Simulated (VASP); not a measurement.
Computed with LDA (Ceperley-Alder, Perdew-Zunger), VASP's LDA PAW potentials (set 64) (plane waves; VASP).

The input files of a VASP run:

POSCAR:
```
Ag
3.99840
  0.0000000000   0.5000000472   0.5000000472
  0.5000000472   0.0000000000   0.5000000472
  0.5000000472   0.5000000472   0.0000000000
Ag
1
direct
  0.0000000000   0.0000000000   0.0000000000
```

**INCAR**
```
# general
SYSTEM =Ag
PREC   =Accurate
ENCUT  =400
LREAL  =.FALSE.
LASPH  =.TRUE.

# electronic loop
EDIFF  =1E-7
NELM   =100
ALGO   =Normal
LMAXMIX=4

# smearing
ISMEAR =-5

# ions
ISIF   =2

# output
LWAVE  =.FALSE.
LCHARG =.TRUE.
LORBIT =11
NEDOS  =601
```

**KPOINTS**
```
Automatic mesh
0
Gamma
18 18 18
0 0 0
```

POTCAR, in this order: Ag (LDA.64 set). Program: vasp_std.

What VASP printed:

File OUTCAR:
```
 ion  position               nearest neighbor table
   1  0.000  0.000  0.000-
  LATTYP: Found a face centered cubic cell.
 ALAT       =     3.9984003776
 Subroutine PRICEL returns:
 Original cell was already a primitive cell.
 Subroutine GETGRP returns: Found 48 space group operations
The static configuration has the point symmetry O_h .
The dynamic configuration has the point symmetry O_h .
 Subroutine INISYM returns: Found 48 space group operations
 Subroutine IBZKPT returns following result:
 Found    195 irreducible k-points:

 Following reciprocal coordinates:
            Coordinates               Weight
  0.000000  0.000000  0.000000      1.000000
  0.055556  0.000000  0.000000      8.000000
  0.111111  0.000000  0.000000      8.000000
  0.166667  0.000000  0.000000      8.000000
  0.222222  0.000000  0.000000      8.000000
  0.277778  0.000000  0.000000      8.000000
  0.333333  0.000000  0.000000      8.000000
  0.388889  0.000000  0.000000      8.000000
  0.444444  0.000000  0.000000      8.000000
  0.500000  0.000000  0.000000      4.000000
  0.055556  0.055556  0.000000      6.000000
  0.111111  0.055556  0.000000     24.000000
  0.166667  0.055556  0.000000     24.000000
  0.222222  0.055556  0.000000     24.000000
  0.277778  0.055556  0.000000     24.000000
  0.333333  0.055556  0.000000     24.000000
  0.388889  0.055556  0.000000     24.000000
  0.444444  0.055556  0.000000     24.000000
  0.500000  0.055556  0.000000     24.000000
 -0.444444  0.055556  0.000000     24.000000
 -0.388889  0.055556  0.000000     24.000000
 -0.333333  0.055556  0.000000     24.000000
 -0.277778  0.055556  0.000000     24.000000
 -0.222222  0.055556  0.000000     24.000000
 -0.166667  0.055556  0.000000     24.000000
...
```

### OSZICAR
```
       N       E                     dE             d eps       ncg     rms          rms(c)
DAV:   1     0.337007641949E+02    0.33701E+02   -0.49597E+03  3798   0.889E+02
DAV:   2    -0.382931867865E+01   -0.37530E+02   -0.35618E+02  3579   0.181E+02
DAV:   3    -0.411489686115E+01   -0.28558E+00   -0.28551E+00  4152   0.190E+01
DAV:   4    -0.411545890024E+01   -0.56204E-03   -0.56189E-03  3957   0.775E-01
DAV:   5    -0.411546228933E+01   -0.33891E-05   -0.33876E-05  3923   0.540E-02    0.652E+00
DAV:   6    -0.380134779915E+01    0.31411E+00   -0.14598E+00  3569   0.131E+01    0.397E+00
DAV:   7    -0.378765061478E+01    0.13697E-01   -0.12631E-02  3813   0.114E+00    0.216E+00
DAV:   8    -0.378249958214E+01    0.51510E-02   -0.93473E-04  3555   0.325E-01    0.774E-02
DAV:   9    -0.378251141730E+01   -0.11835E-04   -0.74175E-06  4165   0.227E-02    0.877E-03
DAV:  10    -0.378251185114E+01   -0.43384E-06   -0.18378E-06  3860   0.132E-02    0.461E-03
DAV:  11    -0.378251182062E+01    0.30513E-07   -0.38786E-08  2139   0.201E-03
   1 F= -.37825118E+01 E0= -.37825118E+01  d E =0.000000E+00
```

### OUTCAR
```
------------------------ aborting loop because EDIFF is reached ----------------------------------------
  FORCE on cell =-STRESS in cart. coord.  units (eV):
  Direction    XX          YY          ZZ          XY          YZ          ZX
  --------------------------------------------------------------------------------------
  Total       -0.0012125     -0.0012125     -0.0012125     -0.0000000      0.0000000      0.0000000
  in kB       -0.1215590     -0.1215590     -0.1215590     -0.0000000      0.0000000      0.0000000
  external PRESSURE =      -0.1215590 kB  Pullay stress =       0.0000000 kB
  volume of cell :       15.98
      direct lattice vectors                 reciprocal lattice vectors
     0.000000000  1.999200189  1.999200189    -0.250100016  0.250100016  0.250100016
     1.999200189  0.000000000  1.999200189     0.250100016 -0.250100016  0.250100016
     1.999200189  1.999200189  0.000000000     0.250100016  0.250100016 -0.250100016
 POSITION                                       TOTAL-FORCE (eV/Angst)
 -----------------------------------------------------------------------------------
      0.00000      0.00000      0.00000         0.000000      0.000000     -0.000000
 -----------------------------------------------------------------------------------
    total drift:                                0.000000     -0.000000      0.000000
  FREE ENERGIE OF THE ION-ELECTRON SYSTEM (eV)
  ---------------------------------------------------
  free  energy   TOTEN  =        -3.7825118206 eV

  energy  without entropy=       -3.7825118206  energy(sigma->0) =       -3.78251182

 total charge

# of ion       s       p       d       tot
------------------------------------------
    1        0.446   0.349   9.149   9.945
```
(Selected blocks of OUTCAR.)

For a metal the tetrahedron method with Blöchl corrections gives inexact stress and forces.

The structure comes from a computed database's Ag entry (Fm-3m); how it stands against other phases isn't given here. It was relaxed first, which changed the volume by -8 %.
